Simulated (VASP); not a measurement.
Calculation: PBE GGA, VASP's PBE PAW potentials (set 64) (plane waves; VASP).

VASP input:

**INCAR**
```
ALGO  =  Normal
EDIFF  =  1E-6
ENCUT  =  300
GGA  =  PE
ISIF  =  2
ISMEAR  =  0
ISPIN  =  2
LASPH  =  .TRUE.
LCHARG  =  .FALSE.
LMAXMIX  =  4
LORBIT  =  11
LREAL  =  .FALSE.
LWAVE  =  .FALSE.
MAGMOM  =  1.0 2*0.0
NELM  =  100
PREC  =  Accurate
SIGMA  =  0.2
SYSTEM  =  TiTe2
```

### POSCAR
```
TiTe2
1
    3.8438700000     0.0000000000     0.0000000000
   -1.9219360000     3.3288890000     0.0000000000
    0.0000000000     0.0000000000    17.1706300000
Ti Te
1 2
Direct
  0.0000000000   0.0000000000   0.5000000000
  0.3333330000   0.6666670000   0.5923270000
  0.6666670000   0.3333330000   0.4076730000
```

KPOINTS:
```
Automatic mesh
0
Gamma
 5 5 1
0 0 0
```

POTCAR, in this order: Ti_sv Te (PBE.64 set). Program: vasp_std.

The cell holds a wide vacuum, so values per volume refer to the whole cell. Unless said otherwise, spin-orbit coupling is left out, though it shifts the bands of the heavy elements here.

Question: What does the run give for the energy per atom (σ→0), cell moment, largest force, band gap (on the k-mesh)?

Answer: 
```json
{
  "energy per atom (σ→0)": "-5.341 eV/atom",
  "cell_moment": "0.00 μB",
  "band gap (on the k-mesh)": "none (metal, semimetal or under 0.01 eV)",
  "largest_force": "1.056 eV/Å"
}
```

OSZICAR:
```
...
DAV:  20    -0.160366365068E+02   -0.58112E-04   -0.66353E-06   370   0.104E-02    0.347E-03
DAV:  21    -0.160366658133E+02   -0.29307E-04   -0.15495E-06   313   0.408E-03    0.279E-03
DAV:  22    -0.160366881053E+02   -0.22292E-04   -0.10119E-06   287   0.301E-03    0.193E-03
DAV:  23    -0.160366925436E+02   -0.44383E-05   -0.17746E-07   245   0.256E-03    0.998E-04
DAV:  24    -0.160366938089E+02   -0.12653E-05   -0.50357E-08   170   0.125E-03    0.473E-04
DAV:  25    -0.160366949980E+02   -0.11892E-05   -0.42975E-08   203   0.874E-04    0.181E-04
DAV:  26    -0.160366952560E+02   -0.25795E-06   -0.56680E-09   170   0.416E-04
   1 F= -.16036695E+02 E0= -.16022780E+02  d E =-.278305E-01  mag=    -0.0000
```

The cell is a sheet with vacuum, built from a generated structure.
